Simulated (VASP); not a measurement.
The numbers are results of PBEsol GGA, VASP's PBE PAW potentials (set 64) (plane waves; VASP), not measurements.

Input for VASP

File POSCAR:
```
CuGaSe2
1.0
 -2.7903778513   2.7903778513   5.5331083502
  2.7903778513  -2.7903778513   5.5331083502
  2.7903778513   2.7903778513  -5.5331083502
Ga Cu Se
2 2 4
Cart
  0.0000000000   0.0000000000   5.5331083502
  2.7903778513   0.0000000000   2.7665541751
  0.0000000000   0.0000000000   0.0000000000
  0.0000000000   2.7903778513   2.7665541751
  1.4382065743   1.3951889257   6.9163854377
  4.1855667770   1.3521712770  -1.3832770876
  1.3521712770   1.3951889257   1.3832770876
 -1.3951889256   1.4382065743   4.1498312626
```

### INCAR
```
ALGO = Normal
EDIFF = 1E-6
EDIFFG = -0.02
ENCUT = 500
GGA = PS
IBRION = 2
ISIF = 3
ISMEAR = 0
LASPH = .TRUE.
LCHARG = .FALSE.
LMAXMIX = 4
LREAL = .FALSE.
LWAVE = .FALSE.
NELM = 100
NSW = 40
PREC = Accurate
PSTRESS = 50
SIGMA = 0.05
SYSTEM = CuGaSe2
```

**KPOINTS**
```
Automatic mesh
0
Gamma
6 6 6
```

POTCAR, in this order: Ga_d Cu Se (PBE.64 set). Program: vasp_std.

Energy and stress use the plane-wave basis of the starting cell.

Task: Estimate the energy per atom (σ→0), volume per atom, band gap (on the k-mesh).

Result: 
```
Property                          Result
------------------------  --------------
energy per atom (σ→0)     -4.282 eV/atom
band gap (on the k-mesh)         0.40 eV
volume per atom            20.26 Å³/atom
```

**OSZICAR**
```
...
       N       E                     dE             d eps       ncg     rms          rms(c)
DAV:   1    -0.342586929293E+02    0.34487E-02   -0.25195E-02  3896   0.166E+00    0.205E-01
DAV:   2    -0.342584437379E+02    0.24919E-03   -0.80961E-03  3320   0.176E+00    0.105E-01
DAV:   3    -0.342581500429E+02    0.29370E-03   -0.21394E-03  3517   0.991E-01    0.453E-02
DAV:   4    -0.342581208203E+02    0.29223E-04   -0.20255E-04  3661   0.877E-02    0.234E-02
DAV:   5    -0.342581149681E+02    0.58522E-05   -0.42302E-05  3380   0.123E-01    0.812E-03
DAV:   6    -0.342581144030E+02    0.56511E-06   -0.56655E-06  2793   0.326E-02
   7 F= -.29199609E+02 E0= -.29199609E+02  d E =-.165950E-03
```

The compound is CuGaSe2 in the chalcopyrite structure. This run relaxes it under an external pressure of 5 GPa. Symmetry was kept, so distortions that lower it aren't found.
